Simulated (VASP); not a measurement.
# CdAu (Pm-3m) in VASP: single point with LDA

Aim: the single point of CdAu with LDA.

All numbers are computed with VASP 6.6.1; they aren't measurements. Logs are shortened: lines on timing, memory, paths and dates and some standing lists are left out, and cuts for length are marked.

## Step 1: The structure

Symmetry: Pm-3m, No. 221, cubic system. Conventional cell: a = 3.340 Å, b = 3.340 Å, c = 3.340 Å, α = 90.00°, β = 90.00°, γ = 90.00°. Cd (site symmetry m-3m) is surrounded by 8 Au at 2.89 Å. Around Au (site symmetry m-3m) lie 8 Cd at 2.89 Å.

## Step 2: Single point, LDA

INCAR reads:

```
SYSTEM = CdAu
ALGO = Fast
EDIFF = 1E-7
ENCUT = 520
GGA = CA
ISIF = 2
ISMEAR = 0
LASPH = .True.
LCHARG = .True.
LELF = .True.
LREAL = .False.
LVHAR = .True.
LWAVE = .False.
NBANDS = 18
NELM = 60
PREC = Accurate
SIGMA = 0.1
```

KPOINTS reads:

```
k-points
0
Gamma
  6 6 6
  0 0 0
```

POSCAR reads:

```
CdAu
1.0
    3.3400000000      0.0000000000      0.0000000000
    0.0000000000      3.3400000000      0.0000000000
    0.0000000000      0.0000000000      3.3400000000
Cd Au
1 1
Direct
    0.5000000000      0.5000000000      0.5000000000
    0.0000000000      0.0000000000      0.0000000000
```

Potentials or basis: VASP PAW LDA potentials, release 64 (Cd, Au).

On the command line:

```sh
$ cat potpaw_LDA.64/Cd/POTCAR potpaw_LDA.64/Au/POTCAR > POTCAR
$ mpirun -np 1 vasp_std > vasp.out
```

OUTCAR:

```text
SYSTEM = CdAu
   EDIFF = 1E-7
   ENCUT = 520
   GGA = CA
   ISIF = 2
   ISMEAR = 0
   LASPH = .True.
   LREAL = .False.
   NELM = 60
   PREC = Accurate

 ion  position               nearest neighbor table
   1  0.500  0.500  0.500-   2 2.89   2 2.89   2 2.89   2 2.89   2 2.89   2 2.89   2 2.89   2 2.89

   2  0.000  0.000  0.000-   1 2.89   1 2.89   1 2.89   1 2.89   1 2.89   1 2.89   1 2.89   1 2.89

  LATTYP: Found a simple cubic cell.
 ALAT       =     3.3400000000

  Lattice vectors:

 A1 = (   3.3400000000,   0.0000000000,   0.0000000000)
 A2 = (   0.0000000000,   3.3400000000,   0.0000000000)
 A3 = (   0.0000000000,   0.0000000000,   3.3400000000)

Analysis of symmetry for initial positions (statically):
=====================================================================
 Subroutine PRICEL returns:
 Original cell was already a primitive cell.

 Routine SETGRP: Setting up the symmetry group for a
 simple cubic supercell.

 Subroutine GETGRP returns: Found 48 space group operations
 (whereof 48 operations were pure point group operations)
 out of a pool of 48 trial point group operations.

The static configuration has the point symmetry O_h .

Analysis of symmetry for dynamics (positions and initial velocities):
=====================================================================
 Subroutine PRICEL returns:
 Original cell was already a primitive cell.

 Routine SETGRP: Setting up the symmetry group for a
 simple cubic supercell.

 Subroutine GETGRP returns: Found 48 space group operations
 (whereof 48 operations were pure point group operations)
 out of a pool of 48 trial point group operations.

The dynamic configuration has the point symmetry O_h .

 Subroutine INISYM returns: Found 48 space group operations
 (whereof 48 operations are pure point group operations),
 and found     1 'primitive' translations

----------------------------------------------------------------------------------------

                                     Primitive cell

  volume of cell :      37.2597

  direct lattice vectors                    reciprocal lattice vectors
     3.340000000  0.000000000  0.000000000     0.299401198  0.000000000  0.000000000
     0.000000000  3.340000000  0.000000000     0.000000000  0.299401198  0.000000000
     0.000000000  0.000000000  3.340000000     0.000000000  0.000000000  0.299401198

  length of vectors
     3.340000000  3.340000000  3.340000000     0.299401198  0.299401198  0.299401198

  position of ions in fractional coordinates (direct lattice)
     0.500000000  0.500000000  0.500000000
     0.000000000  0.000000000  0.000000000

  ion indices of the primitive-cell ions
   primitive index   ion index
                 1           1
                 2           2

----------------------------------------------------------------------------------------

 KPOINTS: k-points

Automatic generation of k-mesh.
 Grid dimensions read from file:
 generate k-points for:    6    6    6

 Generating k-lattice:

  Cartesian coordinates                     Fractional coordinates (reciprocal lattice)
     0.049900200  0.000000000  0.000000000     0.166666667  0.000000000  0.000000000
     0.000000000  0.049900200  0.000000000     0.000000000  0.166666667  0.000000000
     0.000000000  0.000000000  0.049900200     0.000000000  0.000000000  0.166666667

  Length of vectors
     0.049900200  0.049900200  0.049900200

  Shift w.r.t. Gamma in fractional coordinates (k-lattice)
     0.000000000  0.000000000  0.000000000

 Subroutine IBZKPT returns following result:
 ===========================================

 Found     20 irreducible k-points:

 Following reciprocal coordinates:
            Coordinates               Weight
  0.000000  0.000000  0.000000      1.000000
  0.166667  0.000000  0.000000      6.000000
  0.333333  0.000000  0.000000      6.000000
  0.500000  0.000000  0.000000      3.000000
  0.166667  0.166667  0.000000     12.000000
  0.333333  0.166667  0.000000     24.000000
[... 12 lines left out ...]
  0.500000  0.500000  0.333333      6.000000
  0.500000  0.500000  0.500000      1.000000
   k-points           NKPTS =     20   k-points in BZ     NKDIM =     20   number of bands    NBANDS=     18
   number of dos      NEDOS =    301   number of ions     NIONS =      2
   total plane-waves  NPLWV =  21952
   dimension x,y,z NGX =    28 NGY =   28 NGZ =   28
   dimension x,y,z NGXF=    56 NGYF=   56 NGZF=   56
   ions per type =               1   1
   NGX,Y,Z   is equivalent  to a cutoff of  13.94, 13.94, 13.94 a.u.
   NGXF,Y,Z  is equivalent  to a cutoff of  27.87, 27.87, 27.87 a.u.
 SYSTEM =  CdAu
   PREC   = accura    normal or accurate (medium, high low for compatibility)
   ISTART =      0    job   : 0-new  1-cont  2-samecut
   ICHARG =      2    charge: 1-file 2-atom 10-const
   ISPIN  =      1    spin polarized calculation?
   LNONCOLLINEAR =      F non collinear calculations
   LSORBIT =      F    spin-orbit coupling
   LASPH  =      T    aspherical Exc in radial PAW
   ENCUT  =  520.0 eV  38.22 Ry    6.18 a.u.   6.21  6.21  6.21*2*pi/ulx,y,z
   NELM   =     60;   NELMIN=  2; NELMDL= -5     # of ELM steps
   EDIFF  = 0.1E-06   stopping-criterion for ELM
   LREAL  =      F    real-space projection
   EDIFFG = 0.1E-05   stopping-criterion for IOM
   NSW    =      0    number of steps for IOM
   IBRION =     -1    ionic relax: 0-MD 1-quasi-New 2-CG
   NFREE  =      0    steps in history (QN), initial steepest desc. (CG)
   ISIF   =      2    stress and relaxation
   ISYM   =      2    0-nonsym 1-usesym 2-fastsym
   POTIM  = 0.5000    time-step for ionic-motion
   TEBEG  =    0.0;   TEEND  =   0.0 temperature during run
   PSTRESS=    0.0 pullay stress
   NELECT =      23.0000    total number of electrons
   NUPDOWN=      -1.0000    fix difference up-down
   EMIN   =  10.00;   EMAX   =-10.00  energy-range for DOS
   EFERMI =   0.00;   METHOD = LEGACY
   ISMEAR =     0;   SIGMA  =   0.10  broadening in eV -4-tet -1-fermi 0-gaus
   EFERMI_NEDOS =   21; number of points for ismear=-14 and -15
   IALGO  =     68    algorithm
   IMIX   =      4    mixing-type and parameters
     AMIX     =   0.40;   BMIX     =  1.00
     AMIX_MAG =   1.60;   BMIX_MAG =  1.00
  volume/ion in A,a.u.               =      18.63       125.72
  Fermi-wavevector in a.u.,A,eV,Ry     =   1.393919  2.634126 26.436271  1.943011
  Thomas-Fermi vector in A             =   2.517519
   LORBIT       =      0    0 simple, 1 ext, 2 COOP (PROOUT), +10 PAW based schemes
   GGA     = CA    functional components
   LHFCALC =     F    Hartree Fock is set to
   AEXX    =    0.0000 exact exchange contribution
   IVDW    =     0    specifies the selected vdW correction
   LEPSILON=     F    determine dielectric tensor
   LRPA    =     F    only Hartree local field effects (RPA)
 non-spin polarized calculation
 RMM-DIIS sequential band-by-band and
 Gauss-broadening in eV      SIGMA  =   0.10
  energy-cutoff  :      520.00
  volume of cell :       37.26
 maximum number of plane-waves:      1024
 NGX is ok and might be reduce to    28

 number of electron      23.0000002 magnetization

 Free energy of the ion-electron system (eV)
  ---------------------------------------------------
  ext. energy  EPLUGINS =         0.00000000
  ---------------------------------------------------
  free energy    TOTEN  =        -6.24442009 eV

  energy without entropy =       -6.23797683  energy(sigma->0) =       -6.24119846

 E-fermi :   5.9985     XC(G=0): -12.3292

 val. band max:        5.9919721446   @ k =   0.3333   0.1667   0.1667
 cond. band min:       6.1669480568   @ k =   0.3333   0.3333   0.0000
 fundamental gap:      0.1749759122
 Fermi energy:         5.9985458595

 k-point     1 :       0.0000    0.0000    0.0000
  band No.  band energies     occupation
      1      -3.6812      2.00000
      2      -3.4428      2.00000
      3      -3.4428      2.00000
      4      -2.7184      2.00000
      5      -2.7184      2.00000
      6      -2.7184      2.00000
[... 10 lines left out ...]
     17      17.8243      0.00000
     18      22.2386      0.00000

 k-point     2 :       0.1667    0.0000    0.0000
  band No.  band energies     occupation
      1      -3.3778      2.00000
      2      -3.3405      2.00000
      3      -3.1925      2.00000
      4      -2.7466      2.00000
      5      -2.7466      2.00000
      6      -2.6824      2.00000
[... 10 lines left out ...]
     17      19.7255      0.00000
     18      21.5845      0.00000

 k-point     3 :       0.3333    0.0000    0.0000
  band No.  band energies     occupation
      1      -3.2399      2.00000
      2      -3.0532      2.00000
      3      -2.8015      2.00000
      4      -2.8015      2.00000
      5      -2.6082      2.00000
      6      -1.9434      2.00000
[... 10 lines left out ...]
     17      19.2509      0.00000
     18      19.9211      0.00000

 k-point     4 :       0.5000    0.0000    0.0000
  band No.  band energies     occupation
      1      -3.1665      2.00000
      2      -2.9149      2.00000
      3      -2.8282      2.00000
      4      -2.8282      2.00000
      5      -2.5698      2.00000
      6      -0.7680      2.00000
[... 291 lines left out ...]
      4      -2.6016      2.00000
      5      -2.4241      2.00000
      6       0.2073      2.00000
[... 10 lines left out ...]
     17      15.3339      0.00000
     18      15.7544      0.00000

 k-point    19 :       0.5000    0.5000    0.3333
  band No.  band energies     occupation
      1      -3.2942      2.00000
      2      -3.1566      2.00000
      3      -3.1566      2.00000
      4      -2.5323      2.00000
      5      -2.2851      2.00000
      6       0.1801      2.00000
[... 10 lines left out ...]
     17      13.5254      0.00000
     18      13.5254      0.00000

 k-point    20 :       0.5000    0.5000    0.5000
  band No.  band energies     occupation
      1      -3.1864      2.00000
      2      -3.1864      2.00000
      3      -3.1864      2.00000
      4      -2.2815      2.00000
      5      -2.2815      2.00000
      6       0.2551      2.00000
[... 10 lines left out ...]
     17      11.2569      0.00000
     18      11.2569      0.00000

------------------------ aborting loop because EDIFF is reached ----------------------------------------

  FORCE on cell =-STRESS in cart. coord.  units (eV):
  Direction    XX          YY          ZZ          XY          YZ          ZX
  --------------------------------------------------------------------------------------
  -------------------------------------------------------------------------------------
  Total       -1.1955786     -1.1955786     -1.1955786      0.0000000     -0.0000000      0.0000000
  in kB      -51.4102036    -51.4102036    -51.4102036      0.0000000     -0.0000000      0.0000000
  external PRESSURE =     -51.4102036 kB  Pullay stress =       0.0000000 kB

 VOLUME and BASIS-vectors are now :
 -----------------------------------------------------------------------------
  energy-cutoff  :      520.00
  volume of cell :       37.26
      direct lattice vectors                 reciprocal lattice vectors
     3.340000000  0.000000000  0.000000000     0.299401198  0.000000000  0.000000000
     0.000000000  3.340000000  0.000000000     0.000000000  0.299401198  0.000000000
     0.000000000  0.000000000  3.340000000     0.000000000  0.000000000  0.299401198

 POSITION                                       TOTAL-FORCE (eV/Angst)
 -----------------------------------------------------------------------------------
      1.67000      1.67000      1.67000         0.000000      0.000000      0.000000
      0.00000      0.00000      0.00000         0.000000      0.000000      0.000000
 -----------------------------------------------------------------------------------
    total drift:                                0.000000      0.000000      0.000000

  FREE ENERGIE OF THE ION-ELECTRON SYSTEM (eV)
  ---------------------------------------------------
  free  energy   TOTEN  =        -6.2444200949 eV

  energy  without entropy=       -6.2379768325  energy(sigma->0) =       -6.24119846
```

Run time: 11 s. Hardware: 1 thread of Intel Xeon Platinum 8375C at 2.90GHz (Ice Lake), shared host; peak memory 0.15 GiB.

What came out:

```
Free energy            : -6.2444 eV
Pressure               : -5.1 GPa
Band gap on the k mesh : none (metal or under the smearing width)
```

Spin-orbit coupling is left out, which matters for the levels of Au.
